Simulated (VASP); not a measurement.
VASP ran on this input.

KPOINTS:
```
K-points
0
Gamma
8 8 7
```

**POSCAR**
```
Ga
1
    2.2355504563    -3.7996841965    -0.0000000000
    2.2355504563     3.7996841965     0.0000000000
    0.0000000000     0.0000000000     4.4896447816
Ga
4
Direct
  0.1555511353   0.8444488647   0.9171654163
  0.3444488647   0.6555511353   0.4171654163
  0.6555511353   0.3444488647   0.5828345837
  0.8444488647   0.1555511353   0.0828345837
```

INCAR:
```
! general
SYSTEM   =  Ga
PREC     =  Accurate
ENCUT    =  500
LREAL    =  .FALSE.
LASPH    =  .TRUE.

! electronic loop
EDIFF    =  1E-6
NELM     =  100
ALGO     =  Normal
LMAXMIX  =  4

! smearing
ISMEAR   =  1
SIGMA    =  0.1

! functional
GGA      =  PS

! ions
IBRION   =  2
NSW      =  40
ISIF     =  3
EDIFFG   =  -0.02
PSTRESS  =  50

! output
LWAVE    =  .FALSE.
LCHARG   =  .FALSE.
```

POTCAR, in this order: Ga_d (PBE.64 set). Program: vasp_std.

**Question.** Write an equivalent input for Ansatz.

**Answer.** One equivalent input (not run):
Ansatz 0.2 input:
```yaml
crystal:
  lattice:
    - [2.2355505, -3.7996842, 0.0000000]
    - [2.2355505, 3.7996842, 0.0000000]
    - [0.0000000, 0.0000000, 4.4896448]
  atoms:
    - { symbol: Ga, position: [0.1555511, 0.8444489, 0.9171654] }
    - { symbol: Ga, position: [0.3444489, 0.6555511, 0.4171654] }
    - { symbol: Ga, position: [0.6555511, 0.3444489, 0.5828346] }
    - { symbol: Ga, position: [0.8444489, 0.1555511, 0.0828346] }
kpoints:
  mp_grid: { grid: [8, 8, 7] }
hamiltonian:
  xc: pbesol
  pseudopotentials: { kind: paw }
scf:
  occupations: { method: methfessel_paxton, width: 0.1 }
  max_iter: 100
relax:
  max_steps: 40
  f_tol: 0.02
  cell: { p_target: 5 }
output: { forces: true, stress: true, eigenvalues: true }
```
Limits of the translation: each code has its own PAW files, so the cut-off isn't converted (ENCUT is set for VASP's; basis.ecutwfc is left out, and Ansatz then takes the one that its files recommend); Ansatz stops its SCF on the density residual and VASP on the energy change (EDIFF).

The compound is Ga in the alpha structure. This run relaxes it under an external pressure of 5 GPa. Symmetry was kept, so distortions that lower it aren't found.
